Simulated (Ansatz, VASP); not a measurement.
One calculation of AlIn2, two programs

```
Al In
1.0
     5.35664    0.00000    0.00000
    -2.67832    4.63898    0.00000
     0.00000    0.00000    3.05603
Al In
1 2
Direct
  0.00000 0.00000 0.50000
  0.33333 0.66667 0.50000
  0.66667 0.33333 0.50000
```

Alike in both runs: functional PBE; k mesh 6 × 6 × 6; occupations gaussian, width 0.1 eV; no spin polarisation.

Ansatz relaxed the structure, and its values are those at the end. VASP's run is a single point on that final structure, the one shown.

```csv
,VASP,Ansatz
version,VASP 6.6.1,Ansatz 0.2.0
potentials or method,"VASP PAW PBE potentials, release 64 (Al, In_d)","scalar-relativistic, plane waves, PAW"
plane-wave cutoff (eV),520,420
valence electrons in the cell,29,29
```

|  | VASP | Ansatz | Ansatz less VASP |
| --- | --- | --- | --- |
| gap on the k mesh at the Fermi level (eV) | none | none | - |
| pressure (GPa) | -0.1 | -0.1 | -0.03 |

A gap of «none» marks a metal or a gap that the smearing closes.
